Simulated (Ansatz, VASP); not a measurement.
# Cross-check of Zn2H73C38S8N7O24F8 between VASP and Ansatz, part 2 of 2

Aim: how closely do two programs agree when they are given the same cell, functional and k mesh? The cell is taken from a series of runs on this material, whose earlier steps may have relaxed, scaled, displaced or heated it; both programs get it as it stands.

VASP 6.6.1 and Ansatz 0.2.0.

So far. Step 2 (VASP: single point, PBEsol): The run ends at a pressure of 0.01 GPa, with forces up to 0.42 eV/Å.

## (3) Ansatz: single point, PBEsol

Level of this step: Ansatz beside VASP: Kohn-Sham DFT, plane waves, PBEsol (Ansatz).

Ansatz runs on its default PAW (the set named soft_2) files.

The same cell, functional, mesh and smearing now go to Ansatz, which takes its cutoff from its data sets.

The input, input.yaml:

```yaml
crystal:
  lattice:
    - [12.51225, 0.0, 0.0]
    - [0.0, 12.51225, 0.0]
    - [0.0, 0.0, 12.51225]
  atoms:
    - { symbol: C, position: [0.57357, 0.35459, 0.06183] }
    - { symbol: C, position: [0.51815, 0.46185, 0.07884] }
    - { symbol: C, position: [0.53083, 0.51329, 0.9696] }
    - { symbol: O, position: [0.63018, 0.47439, 0.9272] }
    - { symbol: C, position: [0.66734, 0.38725, 0.99193] }
    - { symbol: H, position: [0.52049, 0.2988, 0.01883] }
    - { symbol: H, position: [0.59933, 0.31608, 0.13649] }
    - { symbol: H, position: [0.56132, 0.50849, 0.1398] }
    - { symbol: H, position: [0.43407, 0.45523, 0.10368] }
    - { symbol: H, position: [0.53442, 0.60135, 0.97294] }
    - { symbol: H, position: [0.46498, 0.49022, 0.91503] }
    - { symbol: H, position: [0.73541, 0.41432, 0.04146] }
    - { symbol: H, position: [0.69521, 0.32275, 0.93838] }
    - { symbol: C, position: [0.73622, 0.71816, 0.83503] }
    - { symbol: C, position: [0.85081, 0.74175, 0.86971] }
    - { symbol: C, position: [0.91298, 0.66119, 0.80445] }
    - { symbol: O, position: [0.85417, 0.65221, 0.70467] }
    - { symbol: C, position: [0.7493, 0.70036, 0.716] }
    - { symbol: H, position: [0.68022, 0.78349, 0.85311] }
    - { symbol: H, position: [0.70686, 0.6448, 0.87433] }
    - { symbol: H, position: [0.86333, 0.73151, 0.95616] }
    - { symbol: H, position: [0.87385, 0.82403, 0.84766] }
    - { symbol: H, position: [0.91381, 0.58198, 0.84338] }
    - { symbol: H, position: [0.99569, 0.68401, 0.78508] }
    - { symbol: H, position: [0.69024, 0.64556, 0.68065] }
    - { symbol: H, position: [0.74882, 0.77597, 0.6705] }
    - { symbol: C, position: [0.43405, 0.14387, 0.64139] }
    - { symbol: C, position: [0.38794, 0.16293, 0.53021] }
    - { symbol: C, position: [0.27375, 0.12448, 0.54379] }
    - { symbol: O, position: [0.24673, 0.1431, 0.65455] }
    - { symbol: C, position: [0.34085, 0.17578, 0.71182] }
    - { symbol: H, position: [0.50681, 0.19049, 0.65731] }
    - { symbol: H, position: [0.45369, 0.05855, 0.65192] }
    - { symbol: H, position: [0.43124, 0.11957, 0.46728] }
    - { symbol: H, position: [0.38903, 0.24886, 0.51076] }
    - { symbol: H, position: [0.26714, 0.0377, 0.52771] }
    - { symbol: H, position: [0.21568, 0.16733, 0.49347] }
    - { symbol: H, position: [0.33989, 0.13588, 0.79046] }
    - { symbol: H, position: [0.33833, 0.26341, 0.72443] }
    - { symbol: C, position: [0.42356, 0.75362, 0.34102] }
    - { symbol: C, position: [0.41271, 0.86297, 0.39403] }
    - { symbol: C, position: [0.31787, 0.91083, 0.33462] }
    - { symbol: O, position: [0.31548, 0.8615, 0.23108] }
    - { symbol: C, position: [0.39575, 0.77979, 0.22592] }
    - { symbol: H, position: [0.36505, 0.69688, 0.37448] }
    - { symbol: H, position: [0.50409, 0.71916, 0.34891] }
    - { symbol: H, position: [0.48545, 0.9107, 0.3804] }
    - { symbol: H, position: [0.39832, 0.8578, 0.48061] }
    - { symbol: H, position: [0.32408, 0.99828, 0.32415] }
    - { symbol: H, position: [0.24161, 0.89316, 0.37582] }
    - { symbol: H, position: [0.46679, 0.81075, 0.18285] }
    - { symbol: H, position: [0.36228, 0.71131, 0.18162] }
    - { symbol: C, position: [0.10546, 0.51707, 0.9969] }
    - { symbol: C, position: [0.07826, 0.45465, 0.09794] }
    - { symbol: C, position: [0.13973, 0.51571, 0.18374] }
    - { symbol: O, position: [0.22446, 0.57254, 0.12992] }
    - { symbol: C, position: [0.22061, 0.54767, 0.01858] }
    - { symbol: H, position: [0.05537, 0.58936, 0.99072] }
    - { symbol: H, position: [0.09631, 0.47119, 0.92251] }
    - { symbol: H, position: [0.1084, 0.37209, 0.0918] }
    - { symbol: H, position: [0.99227, 0.45127, 0.11557] }
    - { symbol: H, position: [0.17474, 0.46255, 0.24468] }
    - { symbol: H, position: [0.08855, 0.575, 0.22438] }
    - { symbol: H, position: [0.27497, 0.48013, 0.99992] }
    - { symbol: H, position: [0.24804, 0.61806, 0.97341] }
    - { symbol: C, position: [0.72685, 0.10832, 0.7755] }
    - { symbol: C, position: [0.74356, 0.05157, 0.88207] }
    - { symbol: C, position: [0.85777, 0.0826, 0.90839] }
    - { symbol: O, position: [0.91243, 0.08972, 0.80735] }
    - { symbol: C, position: [0.83488, 0.09365, 0.72227] }
    - { symbol: H, position: [0.71039, 0.194, 0.78919] }
    - { symbol: H, position: [0.66136, 0.07542, 0.727] }
    - { symbol: H, position: [0.73699, 0.96418, 0.87207] }
    - { symbol: H, position: [0.68673, 0.07543, 0.94465] }
    - { symbol: H, position: [0.90001, 0.02403, 0.95878] }
    - { symbol: H, position: [0.86102, 0.16121, 0.949] }
    - { symbol: H, position: [0.83807, 0.01795, 0.67661] }
    - { symbol: H, position: [0.85666, 0.15888, 0.667] }
    - { symbol: C, position: [0.5976, 0.38213, 0.54917] }
    - { symbol: C, position: [0.60048, 0.40974, 0.66793] }
    - { symbol: C, position: [0.719, 0.42243, 0.68717] }
    - { symbol: O, position: [0.75892, 0.47104, 0.59023] }
    - { symbol: C, position: [0.68329, 0.45454, 0.50321] }
    - { symbol: H, position: [0.51936, 0.39705, 0.51207] }
    - { symbol: H, position: [0.61827, 0.29746, 0.53646] }
    - { symbol: H, position: [0.56493, 0.34823, 0.71966] }
    - { symbol: H, position: [0.55826, 0.48537, 0.68413] }
    - { symbol: H, position: [0.75902, 0.34428, 0.69801] }
    - { symbol: H, position: [0.73857, 0.47463, 0.75513] }
    - { symbol: H, position: [0.72682, 0.42064, 0.43475] }
    - { symbol: H, position: [0.65143, 0.53334, 0.48022] }
    - { symbol: C, position: [0.4423, 0.88869, 0.91532] }
    - { symbol: C, position: [0.4472, 0.99861, 0.96798] }
    - { symbol: C, position: [0.3323, 0.01444, 0.00497] }
    - { symbol: O, position: [0.26622, 0.95072, 0.93487] }
    - { symbol: C, position: [0.33322, 0.89249, 0.86267] }
    - { symbol: H, position: [0.44503, 0.82516, 0.97636] }
    - { symbol: H, position: [0.50728, 0.87452, 0.85775] }
    - { symbol: H, position: [0.46969, 0.05955, 0.90823] }
    - { symbol: H, position: [0.50482, 0.00241, 0.03422] }
    - { symbol: H, position: [0.30562, 0.09841, 0.00038] }
    - { symbol: H, position: [0.32086, 0.98527, 0.0876] }
    - { symbol: H, position: [0.33768, 0.93517, 0.7849] }
    - { symbol: H, position: [0.29676, 0.81357, 0.84845] }
    - { symbol: "N", position: [0.65883, 0.00913, 0.31386] }
    - { symbol: S, position: [0.7275, 0.9985, 0.20889] }
    - { symbol: O, position: [0.66951, 0.9408, 0.12957] }
    - { symbol: O, position: [0.83957, 0.97169, 0.22485] }
    - { symbol: F, position: [0.73292, 0.11847, 0.16574] }
    - { symbol: S, position: [0.70705, 0.0536, 0.42103] }
    - { symbol: O, position: [0.81608, 0.02078, 0.44475] }
    - { symbol: O, position: [0.63066, 0.04462, 0.5053] }
    - { symbol: F, position: [0.7182, 0.17845, 0.39855] }
    - { symbol: "N", position: [0.9829, 0.32458, 0.31604] }
    - { symbol: S, position: [0.99284, 0.35193, 0.43733] }
    - { symbol: O, position: [0.95768, 0.46209, 0.44979] }
    - { symbol: O, position: [0.0876, 0.31724, 0.49156] }
    - { symbol: F, position: [0.89862, 0.2855, 0.49324] }
    - { symbol: S, position: [0.02778, 0.21403, 0.27354] }
    - { symbol: O, position: [0.98886, 0.12448, 0.33637] }
    - { symbol: O, position: [0.13746, 0.21432, 0.2419] }
    - { symbol: F, position: [0.9614, 0.2093, 0.16652] }
    - { symbol: "N", position: [0.74225, 0.71236, 0.29397] }
    - { symbol: S, position: [0.80574, 0.73221, 0.39773] }
    - { symbol: O, position: [0.89764, 0.80222, 0.39096] }
    - { symbol: O, position: [0.82164, 0.63904, 0.46493] }
    - { symbol: F, position: [0.71822, 0.79869, 0.45946] }
    - { symbol: S, position: [0.78985, 0.6449, 0.19635] }
    - { symbol: O, position: [0.77733, 0.53186, 0.20981] }
    - { symbol: O, position: [0.88838, 0.68638, 0.15432] }
    - { symbol: F, position: [0.70083, 0.67876, 0.11291] }
    - { symbol: "N", position: [0.2061, 0.55649, 0.60047] }
    - { symbol: S, position: [0.24948, 0.57247, 0.7179] }
    - { symbol: O, position: [0.26815, 0.46973, 0.76538] }
    - { symbol: O, position: [0.19629, 0.65489, 0.7786] }
    - { symbol: F, position: [0.36717, 0.61977, 0.69867] }
    - { symbol: S, position: [0.14782, 0.65272, 0.54429] }
    - { symbol: O, position: [0.20024, 0.75457, 0.54619] }
    - { symbol: O, position: [0.0329, 0.65574, 0.56551] }
    - { symbol: F, position: [0.15519, 0.61088, 0.42604] }
    - { symbol: C, position: [0.07524, 0.28337, 0.76498] }
    - { symbol: C, position: [0.02099, 0.37384, 0.72167] }
    - { symbol: "N", position: [0.97551, 0.4465, 0.68667] }
    - { symbol: H, position: [0.01679, 0.22132, 0.78964] }
    - { symbol: H, position: [0.12934, 0.24831, 0.70394] }
    - { symbol: H, position: [0.12378, 0.30855, 0.83396] }
    - { symbol: C, position: [0.09835, 0.94852, 0.69094] }
    - { symbol: C, position: [0.05753, 0.95257, 0.58425] }
    - { symbol: "N", position: [0.02456, 0.95862, 0.49817] }
    - { symbol: H, position: [0.12707, 0.86729, 0.70889] }
    - { symbol: H, position: [0.16498, 0.00681, 0.69716] }
    - { symbol: H, position: [0.03535, 0.97383, 0.74759] }
    - { symbol: C, position: [0.1289, 0.80189, 0.08801] }
    - { symbol: C, position: [0.08947, 0.85871, 0.17861] }
    - { symbol: "N", position: [0.05297, 0.90436, 0.25027] }
    - { symbol: H, position: [0.17466, 0.73073, 0.11486] }
    - { symbol: H, position: [0.05962, 0.77489, 0.04073] }
    - { symbol: H, position: [0.18036, 0.85442, 0.03827] }
    - { symbol: Zn, position: [0.95213, 0.96197, 0.35641] }
    - { symbol: Zn, position: [0.90499, 0.55027, 0.58414] }
kpoints:
  mp_grid: { grid: [1, 1, 1] }
hamiltonian:
  xc: pbesol
scf:
  occupations: { method: fermi_dirac, width: 0.025 }
output:
  forces: true
  stress: true
  populations: intrinsic
  dos:
    method: { smearing: { sigma: 0.15 } }
    de: 0.1
    projected: { site_lists: { C: [C], F: [F], H: [H], "N": ["N"], O: [O] } }
  eigenvalues: true
  write_density: true
  write_potential: true
  volumetric_format: npy
  elf: true
```

The run is started by

```bash
> ansatz run input.yaml --threads 4 --pin off --max-ram 8192MiB --backend cpu --events-out ev --progress --plain --runs-dir out
```

Numbers of over 12 decimals in the logs are rounded to 6 here.

Output:

```text
Engine: ansatz 0.2.0, x86_64-unknown-linux-gnu
Pseudopotentials: kind: paw
Pseudopotential: C, paw, valence charge 4, recommended cutoff 420 eV (normal), C.paw.azcp
Pseudopotential: O, paw, valence charge 6, recommended cutoff 420 eV (normal), O.paw.azcp
Pseudopotential: H, paw, valence charge 1, recommended cutoff 420 eV (normal), H.paw.azcp
Pseudopotential: N, paw, valence charge 5, recommended cutoff 420 eV (normal), N.paw.azcp
Pseudopotential: S, paw, valence charge 6, recommended cutoff 420 eV (normal), S.paw.azcp
Pseudopotential: F, paw, valence charge 7, recommended cutoff 420 eV (normal), F.paw.azcp
Pseudopotential: Zn, paw, valence charge 12, recommended cutoff 420 eV (normal), Zn.paw.azcp
Functional definition: PBEsol
  exchange = pbesol_x
  correlation = pbesol_c
Crystal: 160 atoms, lattice volume = 1958.873 Å³
Basis set: ecut = 420 eV, 38401 PW (Γ), exchange–correlation on 180×180×180 points (8 copies of the dense FFT grid, shifted against one another)
Bands: 426, of which v1, the nominal top of the filled ones, is band 266 counted from 1 (265 counted from 0)
Symmetry: 1 space group operations
Space group: P1 (ITA 1), of the structure as read, at distance tolerance 1.3e-4 Å
k-points: 1
Non-local potential: C, projectors of the file, l = 0: 2, l = 1: 2, l = 2: 1
Non-local potential: O, projectors of the file, l = 0: 2, l = 1: 2, l = 2: 1
Non-local potential: H, projectors of the file, l = 0: 2, l = 1: 1
Non-local potential: N, projectors of the file, l = 0: 2, l = 1: 2, l = 2: 1
Non-local potential: S, projectors of the file, l = 0: 2, l = 1: 2, l = 2: 2
Non-local potential: F, projectors of the file, l = 0: 2, l = 1: 2, l = 2: 1
Non-local potential: Zn, projectors of the file, l = 0: 2, l = 1: 2, l = 2: 3, l = 3: 1
PAW form: soft (Blöchl's): semilocal exchange-correlation on the pseudo side does not see the compensation charge
PAW frozen core: C, regenerated for the run's functional, and the local potential with it (the file was generated under x = pbe(κ = 0.804, μ = 0.219515), c = pbe(β = 0.066725))
PAW frozen core: O, regenerated for the run's functional, and the local potential with it (the file was generated under x = pbe(κ = 0.804, μ = 0.219515), c = pbe(β = 0.066725))
PAW frozen core: N, regenerated for the run's functional, and the local potential with it (the file was generated under x = pbe(κ = 0.804, μ = 0.219515), c = pbe(β = 0.066725))
PAW frozen core: S, regenerated for the run's functional, and the local potential with it (the file was generated under x = pbe(κ = 0.804, μ = 0.219515), c = pbe(β = 0.066725))
PAW frozen core: F, regenerated for the run's functional, and the local potential with it (the file was generated under x = pbe(κ = 0.804, μ = 0.219515), c = pbe(β = 0.066725))
PAW frozen core: Zn, regenerated for the run's functional, and the local potential with it (the file was generated under x = pbe(κ = 0.804, μ = 0.219515), c = pbe(β = 0.066725))
PAW one-centre angular grid: C, 110 points (default); XC on 64 Gauss nodes
PAW one-centre angular grid: O, 110 points (default); XC on 64 Gauss nodes
PAW one-centre angular grid: H, 110 points (default); XC on 64 Gauss nodes
PAW one-centre angular grid: N, 110 points (default); XC on 64 Gauss nodes
PAW one-centre angular grid: S, 110 points (default); XC on 64 Gauss nodes
PAW one-centre angular grid: F, 110 points (default); XC on 64 Gauss nodes
PAW one-centre angular grid: Zn, 590 points (default); XC on 64 Gauss nodes
Initial density: superposition of atomic densities (neutral atoms: chi_scale 0, normalization atom), corrected by the library's trained network
Initial wavefunctions: pseudopotential atomic-orbital guess
Functional: x = pbesol(κ = 0.804, μ = 0.123457), c = pbesol(β = 0.046)
SCF iter   1: F=—  HF=-46660.653638 eV  |F-HF|=—  |Δ(HF+E_count)|=         —  Δρ=8.53e-3  dr2=2.16e0  ethr=1.77e-3  ⟨swp⟩=7.0  Hψ=2089  notcnv=0  defer=49
preconditioner: auto → Resta (q_TF=auto, 2.196 Å⁻¹)  ε∞=2.5  [insulator: Δε(μ)=4.603 eV  Ē_g=15.508 eV  σ=0.025 eV  W_gap=1.00  n_scr=364 (ndim 8)  ℏωp=19.1 eV  f_vac=0.302  D(μ)=0.00/eV (n_scr^D=0)  ε∞_Penn≈2.5]
SCF iter   2: F=—  HF=-46660.039499 eV  |F-HF|=—  |Δ(HF+E_count)|=   6.14e-1  Δρ=3.31e-3  dr2=4.40e-1  ethr=4.06e-4  ⟨swp⟩=2.0  Hψ=672  notcnv=0  defer=155
SCF iter   3: F=—  HF=-46659.951930 eV  |F-HF|=—  |Δ(HF+E_count)|=   8.76e-2  Δρ=1.97e-3  dr2=1.59e-1  ethr=8.28e-5  ⟨swp⟩=3.0  Hψ=530  notcnv=0  defer=155
SCF iter   4: F=—  HF=-46659.915095 eV  |F-HF|=—  |Δ(HF+E_count)|=   3.68e-2  Δρ=1.11e-3  dr2=3.74e-2  ethr=2.99e-5  ⟨swp⟩=2.0  Hψ=729  notcnv=0  defer=155
SCF iter   5: F=—  HF=-46659.909024 eV  |F-HF|=—  |Δ(HF+E_count)|=   6.07e-3  Δρ=5.31e-4  dr2=6.35e-3  ethr=7.03e-6  ⟨swp⟩=2.0  Hψ=510  notcnv=0  defer=155
[...]
atom 148  C     -0.00617293    -0.00047395    -0.01348974
  atom 149  N      0.00668243     0.00166365     0.01295507
  atom 150  H      0.00006117     0.00049654     0.00002630
  atom 151  H      0.00060577     0.00062627     0.00125924
  atom 152  H      0.00014018    -0.00009216    -0.00034776
  atom 153  C      0.00153251     0.00308639    -0.00421220
  atom 154  C      0.00425316    -0.00305704    -0.00290381
  atom 155  N     -0.00591176     0.00204399     0.00202396
  atom 156  H     -0.00336423    -0.00026623    -0.00161679
  atom 157  H      0.00059157    -0.00013442     0.00251924
  atom 158  H      0.00054732    -0.00162267     0.00327174
  atom 159  Zn     0.00069984     0.00053655     0.00260475
  atom 160  Zn    -0.00287118     0.00112837     0.00165739
  max |Σ_I F_I| component: 9.93e-5 eV/Å
--- Stress (GPa, compression-positive) ---
        0.085588       0.065685       0.024309
        0.065684       0.158211       0.011989
        0.024309       0.011989       0.072293
  P = ⅓ Tr σ = 0.1054 GPa (1.054 kbar)
--- Band table (eV) ---
  k-point 0: bands = [... 262 lower, -0.3418, -0.2540, -0.1784, 0.0724, 3.7729, 3.8796, 3.9663, 4.0406, ... 156 higher]
--- intrinsic populations: 160 sites ---
  site symbol       q [e]
     0      C      4.3597
     1      C      4.3536
     2      C      4.1340
     3      O      6.4227
     4      C      4.1315
     5      H      0.8301
     6      H      0.8022
     7      H      0.8179
     8      H      0.8093
     9      H      0.8250
    10      H      0.8387
    11      H      0.8257
    12      H      0.8421
    13      C      4.3420
    14      C      4.3449
    15      C      4.1395
    16      O      6.4643
    17      C      4.1379
    18      H      0.8159
    19      H      0.8111
    20      H      0.7984
    21      H      0.8350
    22      H      0.8296
    23      H      0.8014
[...]
152      C      4.5789
   153      C      3.6966
   154      N      5.4024
   155      H      0.7606
   156      H      0.7741
   157      H      0.7566
   158     Zn     10.4900
   159     Zn     10.4961
  spilling = 0.000000 (of n_electrons = 532.000000)
```

The column dr2 measures how far the density is from self-consistency, as an energy; F and HF (Harris–Foulkes) agree once it is small.

## (4) Side by side

Known differences besides the potentials themselves: the cutoff is 420 eV in Ansatz and 600 eV in VASP (PREC = Accurate, projectors in real space); Ansatz makes its cores anew for this functional, VASP keeps those of its PBE data sets. Total energies have different zeros and are not compared.

The two programs side by side:

| quantity | Ansatz | VASP | difference |
| --- | --- | --- | --- |
| pressure (GPa) | 0.11 | 0.01 | +0.10 |
| gap on the k mesh (eV) | 3.700 | 3.670 | +0.030 |

Forces on 7 of the 160 atoms, those with the largest forces and the largest differences (eV/Å; atoms numbered as in POSCAR):

| atom | Ansatz x, y, z | VASP x, y, z |
| --- | --- | --- |
| C34 | 0.004, -0.003, 0.005 | 0.205, -0.323, 0.164 |
| C36 | -0.006, 0.000, -0.013 | 0.143, -0.027, 0.372 |
| C38 | 0.004, -0.003, -0.003 | 0.170, -0.203, -0.318 |
| N140 | -0.003, 0.002, -0.005 | -0.197, 0.319, -0.160 |
| N141 | 0.007, 0.002, 0.013 | -0.140, 0.028, -0.366 |
| N142 | -0.006, 0.002, 0.002 | -0.163, 0.199, 0.308 |
| S144 | 0.007, -0.003, -0.005 | -0.043, -0.264, 0.170 |

The forces differ by 79 meV/Å r.m.s., where the r.m.s. force is 0.004 eV/Å in Ansatz and 0.079 eV/Å in VASP: the atoms lie near their places of rest in Ansatz, so a percentage would say little (all taken over all components). A gap on the mesh is an upper bound, since the band edges may lie between its points.

## (5) Summary of results

```json
{
  "r.m.s. force difference (single point, PBEsol)": "79 meV/Å"
}
```

The r.m.s. force difference is 79 meV/Å (single point, PBEsol), beyond the 12 meV/Å picked in this series as the mark of a large difference. What causes the difference of the single point, PBEsol pair stays open here. How closely two codes agree says nothing of how well the functional describes the real material.

[Lines on the potential files, build, host, timing and source positions are cut from VASP's logs without a mark.]

[Logs are printed without paths, hosts, clocks, repeated set-up lines and the standing remarks that a program may print on its own settings, such as how far it seeks lower states.]

[Hosts, paths, dates, database ids (printed as entryN), source tags and the programs' standing remarks are cut or masked in the printed files.]
